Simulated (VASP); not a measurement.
Input:

```xyz
2
Lattice="0.0000 2.6503 2.6503 2.6503 0.0000 2.6503 2.6503 2.6503 0.0000" Properties=species:S:1:pos:R:3 pbc="T T T"
Ag     0.0000     0.0000     0.0000
Cl     2.6503     2.6503     2.6503
```

These are LDA (Ceperley-Alder, Perdew-Zunger), VASP's LDA PAW potentials (set 64) (plane waves; VASP) values and carry that method's errors. Settings: 520 eV cut-off, 9×9×9 Γ-centred mesh, Gaussian smearing of 0.050 eV, potentials Ag Cl.

### Question
Give the stress tensor in GPa (positive for a compressed cell).

### Answer

```
2.28  0.00  0.00
0.00  2.28  0.00
0.00  0.00  2.28
```
The pressure is its mean diagonal, 2.28 GPa.

The compound is AgCl in the rock salt structure. This cell is one point of a volume scan, at 0.97 of the reference volume.
